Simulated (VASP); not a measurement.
Here is the system:

```
Ba
1.0
   -2.46165     2.46165     2.46165
    2.46165    -2.46165     2.46165
    2.46165     2.46165    -2.46165
Ba
1
Direct
  0.00000   0.00000   0.00000
```

The numbers are results of rev-vdW-DF2, VASP's PBE PAW potentials (set 64) (plane waves; VASP 6.6.1), not measurements. Numerical set-up: 520 eV cut-off, Gaussian smearing of 0.050 eV, potentials Ba_sv.

Q: Give the energies of bands 5 to 8 at the high-symmetry points, in eV from the Fermi level.

A: 
```json
[
 {"band": "5", "Γ": "-2.74", "H": "-0.60", "N": "-0.90", "P": "0.61"},
 {"band": "6", "Γ": "1.91", "H": "-0.60", "N": "0.71", "P": "0.61"},
 {"band": "7", "Γ": "1.91", "H": "4.69", "N": "1.48", "P": "0.61"},
 {"band": "8", "Γ": "1.91", "H": "4.69", "N": "3.37", "P": "4.09"}
]
```

It has no gap at this level: it comes out as a metal or semimetal.

The compound is Ba in the bcc structure. It was relaxed first, which changed the volume by -6 %.
